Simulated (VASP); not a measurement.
## Mo(100), as cut: electronic structure

Wanted: what it costs to take an electron out of Mo(100), held as cut.

Main program and level: VASP 6.6.1; PBE; plane waves and PAW (Mo).

Most raw output is cut from this account.

## Step 1: Set-up

The cell holds 7 atoms: 7 Mo. Its edges and angles: a = 3.150 Å, b = 3.150 Å, c = 27.450 Å, α = 90.0°, β = 90.0°, γ = 90.0°. Vacuum lies along c.

As a file:

```cif
data_structure
_symmetry_space_group_name_H-M 'P 1'
_symmetry_Int_Tables_number 1
_cell_length_a 3.1500
_cell_length_b 3.1500
_cell_length_c 27.4500
_cell_angle_alpha 90.000
_cell_angle_beta 90.000
_cell_angle_gamma 90.000
_cell_volume 272.37
loop_
_atom_site_label
_atom_site_type_symbol
_atom_site_fract_x
_atom_site_fract_y
_atom_site_fract_z
_atom_site_occupancy
Mo1 Mo 0.00000 0.00000 0.32787 1
Mo2 Mo 0.50000 0.50000 0.38525 1
Mo3 Mo 0.00000 0.00000 0.44262 1
Mo4 Mo 0.50000 0.50000 0.50000 1
Mo5 Mo 0.00000 0.00000 0.55738 1
Mo6 Mo 0.50000 0.50000 0.61475 1
Mo7 Mo 0.00000 0.00000 0.67213 1
```

## Step 2: Vacuum level and density of states

A static run writes the electrostatic potential without exchange and correlation (LVHAR), which is flat in the vacuum and gives the level to count from. The dipole correction cancels the field that unlike faces would set up across the vacuum.

Contents of INCAR:

```
SYSTEM = Mo
PREC = Normal
ENCUT = 300
EDIFF = 1E-06
NELM = 120
ISMEAR = -1
SIGMA = 0.1
LREAL = .FALSE.
ALGO = Fast
GGA = PE
NBANDS = 39
LASPH = .TRUE.
LORBIT = 11
LWAVE = .FALSE.
LCHARG = .TRUE.
IDIPOL = 3
LDIPOL = .TRUE.
DIPOL = 0.5 0.5 0.5
LVHAR = .TRUE.
LVACPOTAV = .TRUE.
LELF = .TRUE.
NEDOS = 1500
```

Contents of POSCAR:

```
Mo
1.0
    3.1500000000      0.0000000000      0.0000000000
    0.0000000000      3.1500000000      0.0000000000
    0.0000000000      0.0000000000     27.4500000000
Mo
7
Direct
    0.0000000000      0.0000000000      0.3278688525
    0.5000000000      0.5000000000      0.3852459016
    0.0000000000      0.0000000000      0.4426229508
    0.5000000000      0.5000000000      0.5000000000
    0.0000000000      0.0000000000      0.5573770492
    0.5000000000      0.5000000000      0.6147540984
    0.0000000000      0.0000000000      0.6721311475
```

Contents of KPOINTS:

```
Automatic mesh
0
Gamma
16 16 1
0 0 0
```

Contents of KPOINTS_OPT:

```
Line mode
14
Line-mode
Reciprocal
  0.50000000   0.50000000   0.00000000 M
  0.00000000   0.00000000   0.00000000 GAMMA

  0.00000000   0.00000000   0.00000000 GAMMA
  0.00000000   0.50000000   0.00000000 X

  0.00000000   0.50000000   0.00000000 X
  0.50000000   0.50000000   0.00000000 M
```

The projector-augmented-wave data sets are Mo (PBE family, release 64).

On the command line:

```sh
$ mpirun -np 2 vasp_std
```

Run time: 2.3 min. Hardware: 2 MPI ranks of Intel Xeon Platinum 8488C (Sapphire Rapids), shared host; peak memory 0.51 GiB.

The data set Mo keeps the semicore shell frozen, which is cheaper and a little less accurate.

This step gave:

```
electronic cycles                               : 25
electrons                                       : 42
free energy (TOTEN)                             : -72.3762 eV
energy at zero smearing                         : -72.2582 eV
Fermi energy                                    : 0.3955 eV
labelled metallic, from the levels on this mesh : yes
DOS at the Fermi level                          : 7.243 states/eV/cell
dipole moment                                   : 0, 0, 0 e·Å
vacuum levels                                   : 4.37, 4.37 eV
work functions of the upper and lower face      : 3.974, 3.974 eV
```

The electronic bands at the labelled points (eV, zero at the Fermi level; # counts the bands kept):

```
          point    #18    #19    #20    #21    #22    #23    #24   #25
              M   0.16   0.16   1.51   1.52   1.85   1.87   2.17  2.19
0.54 of the way  -1.70  -1.14  -0.34  -0.33  -0.13  -0.01   0.79  1.00
              Γ  -0.76  -0.76  -0.57  -0.13  -0.13  -0.07  -0.06  0.29
0.54 of the way  -0.92  -0.80  -0.75  -0.56   0.45   0.49   0.60  0.60
              X  -0.70  -0.43  -0.19  -0.17   0.17   0.54   0.62  1.04
0.54 of the way  -1.17  -0.80  -0.20  -0.10   0.70   0.87   1.28  1.29
              M   0.16   0.16   1.51   1.52   1.85   1.87   2.17  2.19
```

The density of states has structure finer than the step of the table below, so its rows give means over 0.5 eV, whole bins alone (the curve runs from -7.76 to 7.97 eV). Peaks (eV: height): total -3.00: 11.7, -0.46: 8.42, 1.46: 13.3; Mo s -4.42: 1.51, -1.70: 0.346; Mo p -2.95: 0.730, -1.48: 1.12, 3.33: 0.427; Mo d -2.95: 9.51, -0.52: 6.54, 1.46: 11.3, 2.31: 10.9.

Means over bins of 0.057 eV. Table of density of states by energy, zero at the Fermi level; means over each step; values in states/eV/cell:

```
energy (eV)   total     Mo s     Mo p     Mo d
       -7.5  5.0e-4   3.3e-4        0        0
       -7.0  0.0513   0.0386  0.00124   2.7e-5
       -6.5   0.284    0.209   0.0116  0.00226
       -6.0   0.426    0.293   0.0300   0.0114
       -5.5   0.890    0.520   0.0755    0.114
       -5.0    3.16    0.905    0.174     1.64
       -4.5    6.56     1.40    0.391     3.90
       -4.0    7.45     1.07    0.501     4.97
       -3.5    8.68    0.933    0.559     6.08
       -3.0    11.2    0.483    0.704     8.95
       -2.5    9.01    0.174    0.600     7.45
       -2.0    9.40    0.304    0.873     7.32
       -1.5    9.02    0.321     1.07     6.56
       -1.0    6.40    0.177    0.734     4.66
       -0.5    7.90    0.144    0.613     6.06
        0.0    7.11    0.149    0.539     5.24
        0.5    7.10    0.123    0.480     5.44
        1.0    10.1    0.141    0.503     8.14
        1.5    12.6    0.162    0.518     10.7
        2.0    11.0    0.107    0.357     9.87
        2.5    10.2    0.137    0.328     9.19
        3.0    6.58    0.164    0.392     5.43
        3.5    5.76    0.149    0.383     4.64
        4.0    3.20    0.113    0.264     2.35
        4.5    2.00    0.114    0.251     1.17
        5.0    1.32   0.0844    0.202    0.661
        5.5    1.10   0.0612    0.184    0.531
        6.0    1.02   0.0563    0.210    0.466
        6.5   0.466   0.0222   0.0908    0.217
        7.0   0.221   0.0143   0.0500   0.0841
        7.5  0.0656  0.00917  0.00899   0.0205
```

The planar average of the electrostatic potential oscillates, so the rows of the table below give means over windows of 1.6 Å about each position, cut where the curve ends. Its maxima inside the range that stand out by 2 % of the span (Å: eV): 9.8: -5.77, 11.3: -6.33, 12.9: -6.23, 14.5: -6.23, 16.1: -6.33, 17.6: -5.77. Its minima: 9.0: -6.76, 10.6: -7.34, 12.1: -7.44, 13.7: -7.32, 15.3: -7.44, 16.8: -7.34, 18.4: -6.76.

Zero at the Fermi level. Planar average of the electrostatic potential against height; means over each step:

```
height (Å)  planar average of the electrostatic potential (eV)
      0.80                                                3.98
      2.40                                                3.98
      4.00                                                3.98
      5.60                                                3.94
      7.20                                                2.84
      8.80                                               -4.89
     10.40                                               -6.56
     12.00                                               -6.81
     13.60                                               -6.71
     15.20                                               -6.80
     16.80                                               -6.65
     18.40                                               -5.62
     20.00                                                2.07
     21.60                                                3.91
     23.20                                                3.98
     24.80                                                3.98
     26.40                                                3.98
```

Density of states in the PAW spheres, an atom over height of the layer and energy from the Fermi level.

Ten even steps from '_' (0.00 states/eV) to '@' (2.05 states/eV), each cell a mean:
```
++::--::--::++
%%::::::::::%%
@@::::--::::@@
##--::--::--##
==----==----==
++++******++++
++****++****++
++**++==++**++
++%%******%%++
==%%##**##%%==
--**++==++**--
::++**++**++::
..==**++**==..
__--==++==--__
__..::::::..__
______________
______________
______________
______________
______________
______________
______________
```
Columns: height of the layer (Å) from 9 to 18.4; rows upwards: energy from the Fermi level (eV) from -7.9 to 0.5.

Force by atom:

```
atom  x (eV/Å)  y (eV/Å)  z (eV/Å)  size
 Mo1      0.00      0.00      1.53  1.53
 Mo2      0.00      0.00     -1.31  1.31
 Mo3      0.00      0.00     -0.19  0.19
 Mo4      0.00      0.00      0.00  0.00
 Mo5      0.00      0.00      0.19  0.19
 Mo6      0.00      0.00      1.31  1.31
 Mo7      0.00      0.00     -1.53  1.53
```

Electrostatic potential energy in the ca plane at fractional y = 0.000, with atoms of Mo within 0.2 Å of it. With pseudopotentials it is smooth inside the atoms' cores, unlike the true potential.

Ten even steps from '0' (-27 eV) to '9' (4 eV), each cell a mean:
```
86410025886300036885200147885100247899999999
98642357898532357987432368986423468999999999
99876678998866688998766788998766789999999999
99988899889988899889988898899988899999999999
99887889988887889898887888899888899999999999
98754468998654568998644578987644578999999999
87421136887410147886310257985311358999999999
86310025886200026885200037874100147899999999
```
Columns run along c (16.0 Å, from fractional 0.27 to 0.85 of the cell; values clipped at the 3rd and 97th percentile), rows up along a (3.1 Å). Atoms in or near the plane, at fractional coordinates: Mo at (0.33, 0.00), Mo at (0.44, 0.00), Mo at (0.56, 0.00), Mo at (0.67, 0.00).

Valence density in the ca plane at fractional y = 0.000, with atoms of Mo within 0.2 Å of it. It is the smooth field of the valence electrons, not physical close to the nuclei.

Values in units of 1e-1 e/Å³, 5 rows by 16 columns, each cell a mean:
```
1.4 8.4 5.2 2.7 7.1 6.1 2.6 6.1 7.1 2.7 5.2 8.4 1.4 0.1 0.0 0.0
0.8 3.1 3.1 2.5 3.3 3.2 2.5 3.2 3.3 2.5 3.1 3.1 0.8 0.1 0.0 0.0
0.6 1.9 2.5 2.4 2.5 2.5 2.4 2.5 2.5 2.4 2.5 1.9 0.6 0.1 0.0 0.0
0.9 4.5 3.8 2.6 4.2 4.0 2.6 4.0 4.2 2.6 3.8 4.5 0.9 0.1 0.0 0.0
1.6 9.9 5.4 2.6 8.0 6.7 2.6 6.7 8.0 2.6 5.4 9.9 1.6 0.1 0.0 0.0
```
Columns run along c (16.0 Å, from fractional 0.27 to 0.85 of the cell), rows up along a (3.1 Å). Atoms in or near the plane, at fractional coordinates: Mo at (0.33, 0.00), Mo at (0.44, 0.00), Mo at (0.56, 0.00), Mo at (0.67, 0.00).

ELF in the ca plane at fractional y = 0.000, with atoms of Mo within 0.2 Å of it. It is the smooth field of the valence electrons, not physical close to the nuclei.

Ten even steps from '0' (0.00) to '9' (0.51), each cell a mean:
```
11100013783200013873100024863000111100000000
12321136896420146996410257985311332110000000
34443468998743469998643579997543444321000000
45677789889987899889977899889877765431100000
45555578889865589999755689888655554321000000
23332247997531257997421368986422332211000000
11210024785310034884200135874100121110000000
01100002673100002762000013752000010000000000
```
Columns run along c (16.0 Å, from fractional 0.27 to 0.85 of the cell), rows up along a (3.1 Å). Atoms in or near the plane, at fractional coordinates: Mo at (0.33, 0.00), Mo at (0.44, 0.00), Mo at (0.56, 0.00), Mo at (0.67, 0.00).

Only the dipole across the slab is computed (IDIPOL = 3); zeros along the plane are no results.

The density of states holds every band computed, so its fall toward the upper end of the range is no gap.

The map of layer states is cut here 0.5 eV above the Fermi level, so it leaves out the states above that.

The vacuum level lies 3.97 eV above the Fermi level at the upper face; both faces agree, as the slab has next to no dipole.

The program found no field-free point at its default tolerance, but its printed level agrees with the flat part of the planar average.

On this mesh the fine structure of the density of states is sampling noise, and high empty states may be cut by the number of bands.

## Step 3: The slab in a field, field -0.05

A field across the slab, with the atoms held, gives the electronic response: the dipole changes linearly with the field, and the energy has a linear term from the slab's own dipole and a quadratic one from its polarisability.

Contents of INCAR:

```
SYSTEM = Mo
PREC = Normal
ENCUT = 300
EDIFF = 1E-06
NELM = 120
ISMEAR = -1
SIGMA = 0.1
LREAL = .FALSE.
ALGO = Fast
GGA = PE
NBANDS = 28
LASPH = .TRUE.
LORBIT = 11
LWAVE = .FALSE.
LCHARG = .FALSE.
KPAR = 2
IDIPOL = 3
LDIPOL = .TRUE.
DIPOL = 0.5 0.5 0.5
EFIELD = -0.05
LVHAR = .TRUE.
```

POSCAR is that of step 2.

KPOINTS is that of step 2.

On the command line:

```sh
$ mpirun -np 2 vasp_std
```

It took 2.2 min on 2 MPI ranks; peak memory 0.46 GiB.

This step gave:

```yaml
electronic_cycles: 31
free_energy_toten: -72.3772 eV
energy_at_zero_smearing: -72.2592 eV
fermi_energy: 0.3948 eV
dipole_moment: 0, 0, -0.03796 e·Å
```

The planar average of the electrostatic potential oscillates, so the rows of the table below give means over windows of 1.6 Å about each position, cut where the curve ends. Its maxima inside the range that stand out by 2 % of the span (Å: eV): 9.8: -5.77, 11.3: -6.33, 12.9: -6.23, 14.5: -6.23, 16.1: -6.33, 17.6: -5.77. Its minima: 9.0: -6.76, 10.6: -7.34, 12.1: -7.44, 13.7: -7.32, 15.3: -7.44, 16.8: -7.34, 18.4: -6.76.

Zero at the Fermi level. Table of planar average of the electrostatic potential by height; means over each step:

height (Å), planar average of the electrostatic potential (eV) and a bar from the least value:
```
     0.80       3.72 #############################
     2.40       3.76 #############################
     4.00       3.84 #############################
     5.60       3.88 #############################
     7.20       2.83 ##########################
     8.80      -4.89 #####
    10.40      -6.56 #
    12.00      -6.81 
    13.60      -6.71 
    15.20      -6.80 
    16.80      -6.65 
    18.40      -5.62 ###
    20.00       2.07 ########################
    21.60       3.97 #############################
    23.20       4.10 ##############################
    24.80       4.19 ##############################
    26.40       4.26 ##############################
```

Force by atom:

(Unchanged from step 2.)

VASP counts the dipole in electrons times Å, so a positive number points the physical dipole along −c. A positive EFIELD is likewise a physical field along −c.

Energy at zero smearing: -72.25920 eV.

## Step 4: The slab in a field, field 0.05

Edit INCAR of step 3 so:

```diff
@@ -19,3 +19,3 @@
 DIPOL = 0.5 0.5 0.5
-EFIELD = -0.05
+EFIELD = 0.05
 LVHAR = .TRUE.
```

POSCAR is that of step 3.

KPOINTS is that of step 3.

On the command line:

```sh
$ mpirun -np 2 vasp_std
```

Wall time 2.1 min (2 MPI ranks); peak memory 0.46 GiB.

Numbers from this step:

```
electronic cycles : 36
Fermi energy      : 0.3961 eV
dipole moment     : 0, 0, 0.03786 e·Å
```

The planar average of the electrostatic potential oscillates, so the rows of the table below give means over windows of 1.6 Å about each position, cut where the curve ends. Its maxima inside the range that stand out by 2 % of the span (Å: eV): 0.5: 4.30, 9.8: -5.77, 11.3: -6.33, 12.9: -6.23, 14.5: -6.23, 16.1: -6.33, 17.6: -5.77. Its minima: 9.0: -6.76, 10.6: -7.34, 12.1: -7.44, 13.7: -7.32, 15.3: -7.44, 16.8: -7.34, 18.4: -6.76.

Zero at the Fermi level. Planar average of the electrostatic potential against height; means over each step:

```
height (Å)  planar average of the electrostatic potential (eV)
      0.80                                                4.24
      2.40                                                4.20
      4.00                                                4.12
      5.60                                                4.00
      7.20                                                2.84
      8.80                                               -4.89
     10.40                                               -6.56
     12.00                                               -6.81
     13.60                                               -6.71
     15.20                                               -6.80
     16.80                                               -6.65
     18.40                                               -5.62
     20.00                                                2.07
     21.60                                                3.86
     23.20                                                3.85
     24.80                                                3.77
     26.40                                                3.69
```

Force by atom:

```
atom  x (eV/Å)  y (eV/Å)  z (eV/Å)  size
 Mo1      0.00      0.00      1.53  1.53
 Mo2      0.00      0.00     -1.31  1.31
 Mo3      0.00      0.00     -0.18  0.18
 Mo4      0.00      0.00      0.00  0.00
 Mo5      0.00      0.00      0.19  0.19
 Mo6      0.00      0.00      1.31  1.31
 Mo7      0.00      0.00     -1.53  1.53
```

Energy at zero smearing: -72.25919 eV.

## Step 5: The slab in a field, field 0.1

Edit INCAR of step 4 so:

```diff
@@ -19,3 +19,3 @@
 DIPOL = 0.5 0.5 0.5
-EFIELD = 0.05
+EFIELD = 0.1
 LVHAR = .TRUE.
```

POSCAR is that of step 4.

KPOINTS is that of step 4.

On the command line:

```sh
$ mpirun -np 2 vasp_std
```

Elapsed: 7 min, on 2 MPI ranks; peak memory 0.47 GiB.

The electronic loop did not meet EDIFF within NELM cycles, so this run is left out of the comparison.

## Step 6: Putting the energies together

This step: slab, PBE; plane waves and PAW (VASP 6.6.1).

This step runs nothing: it gathers the runs above.

This step gave:

```
polarisability per area of the slab or monolayer : 1.100 Å
```

VASP counts both for electrons: a positive EFIELD is a field along -c, and a positive dipole, in electrons times A, points along -c. Field, by row:

```
EFIELD (eV/Å)  dipole along z (e Å)  energy change (eV)
        -0.05              -0.03796            -9.91e-4
            0                     0                   0
         0.05               0.03786            -9.88e-4
```

The polarisability is the slope of the dipole against the field, as a volume for each unit of area.

## Step 7: Slab, other settings

This step: PBE; plane waves and PAW (Mo) (VASP 6.6.1).

The run is repeated with some settings moved, to see what they change.

Edit INCAR of step 5 so:

```diff
@@ -19,3 +19,4 @@
 DIPOL = 0.5 0.5 0.5
-EFIELD = 0.1
 LVHAR = .TRUE.
+LVACPOTAV = .TRUE.
+NELECT = 41.5
```

POSCAR is that of step 5.

Contents of KPOINTS:

```
Automatic mesh
0
Gamma
8 8 1
0 0 0
```

On the command line:

```sh
$ mpirun -np 2 vasp_std
```

The job ended after 2.8 s (2 MPI ranks).

Other runs of this cell carry LDIPOL without an error; here NELECT leaves a net charge, and the program allows the two together in cubic cells alone.

VASP stopped before it finished a first electronic cycle.

VASP's message: “LDIPOL = .TRUE. must be selected only for cubic supercells, since the quadrupole corrections are currently only implemented for this”. No number of this run is used.

Settings moved from the usual: k-mesh = 8×8×1 and NELECT = 41.5.

NELECT differs from the neutral count, so the cell is charged against a uniform background: another system, not a numerical setting.

## Step 8: Outcome

```
work function of the slab                        : 3.97 eV
polarisability per area of the slab or monolayer : 1.10 Å
```

The work function is 3.97 eV at both faces. No atom was relaxed. The cell in the plane was kept as given and was not relaxed here.

[Lines on the potential files, build, host, timing and source positions are cut from VASP's logs without a mark.]

[Logs are printed without paths, hosts, clocks, repeated set-up lines and the standing remarks that a program may print on its own settings, such as how far it seeks lower states.]

[Hosts, paths, dates, database ids (printed as entryN), source tags and the programs' standing remarks are cut or masked in the printed files.]

[In band tables of VASP the shares of atoms and orbitals are scaled to a sum of 1 inside the atoms' spheres.]

[Runs that stopped without an error message from VASP are left out.]
